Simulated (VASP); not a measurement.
Output of a VASP run:

File OSZICAR:
```
       N       E                     dE             d eps       ncg     rms          rms(c)
DAV:   1     0.394299854966E+02    0.39430E+02   -0.47027E+03  1664   0.966E+02
DAV:   2     0.136964078732E+01   -0.38060E+02   -0.37624E+02  2312   0.139E+02
DAV:   3     0.598566464924E+00   -0.77107E+00   -0.76367E+00  1904   0.241E+01
DAV:   4     0.597139104782E+00   -0.14274E-02   -0.14270E-02  2656   0.109E+00
DAV:   5     0.597138276761E+00   -0.82802E-06   -0.82891E-06  1968   0.158E-02    0.141E+00
DAV:   6     0.688196193918E+00    0.91058E-01   -0.99962E-02  1784   0.201E+00    0.679E-01
DAV:   7     0.719438627358E+00    0.31242E-01   -0.83092E-02  1952   0.185E+00    0.148E-01
DAV:   8     0.720277957820E+00    0.83933E-03   -0.50614E-04  2192   0.229E-01    0.266E-02
DAV:   9     0.720276700088E+00   -0.12577E-05   -0.38377E-06  2304   0.185E-02    0.102E-02
DAV:  10     0.720277762966E+00    0.10629E-05   -0.37360E-07  1632   0.821E-03    0.461E-04
DAV:  11     0.720277760581E+00   -0.23850E-08   -0.11394E-08  1048   0.104E-03
   1 F= 0.53975857E+01 E0= 0.53976452E+01  d E =0.539759E+01
```

OUTCAR:
```
------------------------ aborting loop because EDIFF is reached ----------------------------------------
  FORCE on cell =-STRESS in cart. coord.  units (eV):
  Direction    XX          YY          ZZ          XY          YZ          ZX
  --------------------------------------------------------------------------------------
  Total        4.6574149      4.6574149      4.6574149     -0.0000000     -0.0000000     -0.0000000
  in kB      298.7240753    298.7240753    298.7240753     -0.0000000     -0.0000000     -0.0000000
  external PRESSURE =      -1.2759247 kB  Pullay stress =     300.0000000 kB
  volume of cell :       24.98
      direct lattice vectors                 reciprocal lattice vectors
    -1.841514313  1.841514313  1.841514313     0.000000000  0.271515674  0.271515674
     1.841514313 -1.841514313  1.841514313     0.271515674  0.000000000  0.271515674
     1.841514313  1.841514313 -1.841514313     0.271515674  0.271515674  0.000000000
 POSITION                                       TOTAL-FORCE (eV/Angst)
 -----------------------------------------------------------------------------------
      0.00000      0.00000      0.00000         0.000000     -0.000000     -0.000000
 -----------------------------------------------------------------------------------
    total drift:                               -0.000000      0.000000      0.000000
  FREE ENERGIE OF THE ION-ELECTRON SYSTEM (eV)
  ---------------------------------------------------
  free  energy   TOTEN  =         0.7202777606 eV

  energy  without entropy=        0.7204564751  energy(sigma->0) =        0.72033733
  enthalpy is  TOTEN    =         5.3975856630 eV   P V=        4.6773079025

 reached required accuracy - stopping structural energy minimisation
```
(Selected blocks of OUTCAR.)

POSCAR:
```
Cs
1
   -1.8415143133     1.8415143133     1.8415143133
    1.8415143133    -1.8415143133     1.8415143133
    1.8415143133     1.8415143133    -1.8415143133
Cs
1
Direct
  0.0000000000   0.0000000000   0.0000000000
```

Question: Reconstruct the remaining input files.

Answer: Several could match; the one computed here: the input of the run itself, LDA (Ceperley-Alder, Perdew-Zunger), plane waves, VASP's LDA PAW potentials (set 64).

File KPOINTS:
```
Automatic mesh
0
Gamma
14 14 14
0 0 0
```

### INCAR
```
EDIFF = 1E-6   # SCF stop (eV)
LMAXMIX = 4   # l cut-off of mixed one-centre charges
PSTRESS = 300   # kbar
PREC = Accurate
NSW = 40   # most ionic steps
SIGMA = 0.1   # width (eV)
LASPH = .TRUE.   # aspherical one-centre terms
ISIF = 3
LCHARG = .FALSE.
NELM = 100   # most electronic steps
EDIFFG = -0.02
ISMEAR = 1   # Methfessel-Paxton
LREAL = .FALSE.   # projection in real space or not
SYSTEM = Cs
ALGO = Normal
LWAVE = .FALSE.
ENCUT = 500   # plane-wave cut-off (eV)
IBRION = 2
```

POTCAR, in this order: Cs_sv (LDA.64 set). Program: vasp_std.

The compound is Cs in the bcc structure. It was relaxed first under an external pressure of 30 GPa.
